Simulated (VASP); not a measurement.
Data:

```
NaI
1.0
    0.00000     3.21866     3.21866
    3.21866     0.00000     3.21866
    3.21866     3.21866     0.00000
Na I
1 1
Direct
  0.99933   0.99897   0.00380
  0.50067   0.50103   0.49620
```

Calculation: LDA (Ceperley-Alder, Perdew-Zunger), VASP's LDA PAW potentials (set 64) (plane waves; VASP). Numerical set-up: 300 eV cut-off, 7×7×7 Γ-centred mesh, Gaussian smearing of 0.010 eV, potentials Na_pv I.

At this cut-off the stress carries a Pulay error, which pulls relaxed volumes low. Unless said otherwise, spin-orbit coupling is left out, though it shifts the bands of the heavy elements here.

What does the run give for the energy per atom (σ→0), pressure, band gap (on the k-mesh) with the smallest direct gap where there is one?

```json
{
 "band gap (on the k-mesh)": "3.39 eV",
 "smallest direct gap (on the k-mesh)": "3.39 eV",
 "energy per atom (σ→0)": "-2.996 eV/atom",
 "pressure": "-1.42 GPa"
}
```

Only differences to runs with the same potentials and settings are physical.

The structure comes from a computed database's NaI entry; how it stands against other phases isn't given here. The cell was not relaxed at this level, atoms are displaced from their ideal sites.
